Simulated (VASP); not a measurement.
Computed with HSE06 screened hybrid, VASP's PBE PAW potentials (set 64) (plane waves; VASP 6.6.1).

Input for VASP

### INCAR
```
EDIFF=1E-5   ! SCF stop (eV)
SIGMA=0.05   ! width (eV)
PRECFOCK=Fast
ISYM=0
SYSTEM=Ga31As32C
ISIF=0
LMAXMIX=4   ! l cut-off of mixed one-centre charges
NELMIN=4
GGA=PE
ENCUT=400   ! plane-wave cut-off (eV)
LHFCALC=T
LWAVE=F
LREAL=Auto   ! projection in real space or not
ALGO=Normal   ! blocked Davidson
NELM=50
AEXX=0.25
PREC=Normal
ISMEAR=0   ! Gaussian
NELECT=258.0
LASPH=T   ! aspherical one-centre terms
HFSCREEN=0.2
LCHARG=F
```

**POSCAR**
```
Ga31As32C
1
   11.5222104216     0.0000000000     0.0000000000
    0.0000000000    11.5222104216     0.0000000000
    0.0000000000     0.0000000000    11.5222104216
Ga As C
31 32 1
Direct
  0.4999922056   0.9996410378   0.9996975145
  0.7502123645   0.2495246122   0.0019677820
  0.7500485169   0.0016750576   0.2495942718
  0.9999807802   0.9999077156   0.9999502201
  0.2497085731   0.2495675676   0.9977845736
  0.4999963880   0.4998866526   0.9998720191
  0.7502532295   0.7501483498   0.9979997287
  0.2496135396   0.9976462846   0.2495803438
  0.4987179586   0.2551416645   0.2552767971
  0.7444443729   0.5010288928   0.2554442215
  0.4999917543   0.9997426503   0.4999261533
  0.7442703173   0.2554036940   0.5012399268
  0.7503576501   0.9977956843   0.7502022767
  0.9998540850   0.4998954361   0.9995879090
  0.2496647622   0.7499961136   0.0017002751
  0.9978385695   0.2495311224   0.2496740756
  0.2552001729   0.4985954973   0.2551728432
  0.5010555867   0.7442401035   0.2554478980
  0.9997358930   0.9998651590   0.4999008322
  0.2554116685   0.2551970413   0.4987207430
  0.7443997596   0.7442743351   0.4987458486
  0.2497446799   0.0016335728   0.7500880053
  0.5012097713   0.2552794657   0.7444636096
  0.7444218114   0.4986588580   0.7443800525
  0.0018538326   0.7499635619   0.2495375864
  0.9999107171   0.4998847058   0.4999397289
  0.2553974585   0.7443390974   0.5010012001
  0.0019751252   0.2494591941   0.7500515208
  0.2555274612   0.5010497862   0.7442581262
  0.4988142183   0.7442423948   0.7442740314
  0.9980703285   0.7500493969   0.7502707551
  0.6235718837   0.1278145701   0.1279220962
  0.8718093553   0.3762421596   0.1280591929
  0.8715587414   0.1279979387   0.3762276354
  0.1250845579   0.1250320954   0.1250505257
  0.3746833564   0.3745979587   0.1246351455
  0.6252185845   0.6252032371   0.1247310278
  0.8748619649   0.8748179611   0.1250576019
  0.3746177240   0.1245425145   0.3746187227
  0.6073861582   0.3922560326   0.3923701577
  0.8751681465   0.6251747538   0.3746763721
  0.6253062837   0.1245399717   0.6252887920
  0.8751535160   0.3746103868   0.6252066670
  0.8748868394   0.1250187487   0.8748404168
  0.1279457271   0.6235382609   0.1278014976
  0.3762244868   0.8715609791   0.1279712875
  0.1246763503   0.3745681514   0.3747007650
  0.3922945341   0.6072500324   0.3923341967
  0.6251488983   0.8749735226   0.3746973160
  0.1280864605   0.1278254010   0.6235431406
  0.3924638575   0.3922160734   0.6074186247
  0.6074630252   0.6072410920   0.6073695676
  0.8718393728   0.8716000429   0.6236718374
  0.3762407109   0.1278987319   0.8717269719
  0.6252753904   0.3746140438   0.8751491653
  0.8717315486   0.6236460180   0.8717112083
  0.1279212728   0.8716753562   0.3761817612
  0.1247386268   0.6251958131   0.6251828880
  0.3747433519   0.8749904735   0.6251087403
  0.1281796269   0.3761710707   0.8715747970
  0.3747695935   0.6251650717   0.8750470369
  0.6237271317   0.8715908349   0.8716212403
  0.1250834991   0.8748093639   0.8748224787
  0.4999058710   0.4998816321   0.4998712550
```

File KPOINTS:
```
Automatic mesh
0
Gamma
1 1 1
0 0 0
```

POTCAR, in this order: Ga As C (PBE.64 set). Program: vasp_gam. Read from the step before: WAVECAR.

The resulting files:

File OSZICAR:
```
       N       E                     dE             d eps       ncg     rms          rms(c)
DAV:   1    -0.311902566827E+03   -0.31190E+03   -0.21951E+01   324   0.125E+01    0.135E+01
DAV:   2    -0.312033862008E+03   -0.13130E+00   -0.57349E-01   358   0.116E+00    0.894E+00
DAV:   3    -0.311979189802E+03    0.54672E-01   -0.35104E-02   376   0.333E-01    0.522E+00
DAV:   4    -0.311958464320E+03    0.20725E-01   -0.14853E-02   368   0.203E-01    0.296E+00
DAV:   5    -0.311951989321E+03    0.64750E-02   -0.49099E-03   368   0.111E-01    0.165E+00
DAV:   6    -0.311949815859E+03    0.21735E-02   -0.11524E-03   358   0.587E-02    0.920E-01
DAV:   7    -0.311949068485E+03    0.74737E-03   -0.33616E-04   350   0.354E-02    0.505E-01
DAV:   8    -0.311948835863E+03    0.23262E-03   -0.13615E-04   350   0.229E-02    0.273E-01
DAV:   9    -0.311948771112E+03    0.64751E-04   -0.37228E-05   286   0.124E-02    0.148E-01
DAV:  10    -0.311948756957E+03    0.14155E-04   -0.13533E-05   206   0.787E-03    0.804E-02
DAV:  11    -0.311948757015E+03   -0.58099E-07   -0.56143E-06   200   0.486E-03
   1 F= -.31194876E+03 E0= -.31194876E+03  d E =-.206658E-14
```

OUTCAR:
```
------------------------ aborting loop because EDIFF is reached ----------------------------------------
  volume of cell :     1529.70
      direct lattice vectors                 reciprocal lattice vectors
    11.522210422  0.000000000  0.000000000     0.086788903  0.000000000  0.000000000
     0.000000000 11.522210422  0.000000000     0.000000000  0.086788903  0.000000000
     0.000000000  0.000000000 11.522210422     0.000000000  0.000000000  0.086788903
  FREE ENERGIE OF THE ION-ELECTRON SYSTEM (eV)
  ---------------------------------------------------
  free  energy   TOTEN  =      -311.9487570152 eV

  energy  without entropy=     -311.9487570152  energy(sigma->0) =     -311.94875702

  exchange ACFDT corr.  =         0.00000000  see jH, gK, PRB 81, 115126
```
(Selected blocks of OUTCAR.)

The cell is charged, with a uniform compensating background. The supercell is sampled at Γ alone, which is coarse: total energies, pressure and levels can be off, energies of defects by several tenths of an eV.

The cell is a supercell with a defect, built from GaAs (zinc blende): C_Ga, charge -1. The cell's shape comes from a PBE relaxation. The run is not spin-polarised, so no state with unpaired spins was tried.
